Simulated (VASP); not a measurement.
```
CELL_PARAMETERS angstrom
      0.00000     3.00468     3.00468
      3.00468     0.00000     3.00468
      3.00468     3.00468     0.00000
ATOMIC_POSITIONS crystal
  Ag 0.75000 0.75000 0.75000
  Ag 0.25000 0.25000 0.25000
  S  0.00000 0.00000 0.00000
```

All values below come from LDA (Ceperley-Alder, Perdew-Zunger), VASP's LDA PAW potentials (set 64) (plane waves; VASP). Numerical set-up: 400 eV cut-off, 10×10×10 Γ-centred mesh, tetrahedra with Blöchl corrections, potentials Ag S.

Question: Tabulate the total density of states (states/eV per cell) against energy (eV; zero at the valence-band maximum or, without a gap, the Fermi level).

Answer: 
```
E (eV) | DOS (states/eV)
    -9.98 |  0.00
    -9.38 |  0.00
    -8.90 |  0.00
    -8.30 |  0.00
    -7.70 |  0.00
    -7.22 |  0.00
    -6.62 | ############# 3.59
    -6.02 | ########################## 7.53
    -5.54 | ############ 3.30
    -4.94 | ################ 4.45
    -4.34 | ############# 3.82
    -3.86 | ############################## 8.59
    -3.26 | ########### 3.19
    -2.66 | ### 0.88
    -2.18 | ############ 3.31
    -1.58 | ######## 2.33
    -0.98 | ####### 1.89
    -0.50 | #### 1.19
     0.10 |  0.11
     0.70 | ## 0.46
     1.18 | ## 0.61
     1.78 | ### 0.75
     2.38 | #### 1.18
     2.86 | # 0.41
     3.46 | ### 0.85
```
Within 2 eV below the Fermi level the largest weight inside VASP's projection spheres is Ag d, then S p.

The structure comes from a computed database's Ag2S entry (Fm-3m); how it stands against other phases isn't given here. It was relaxed first, which changed the volume by -11 %.
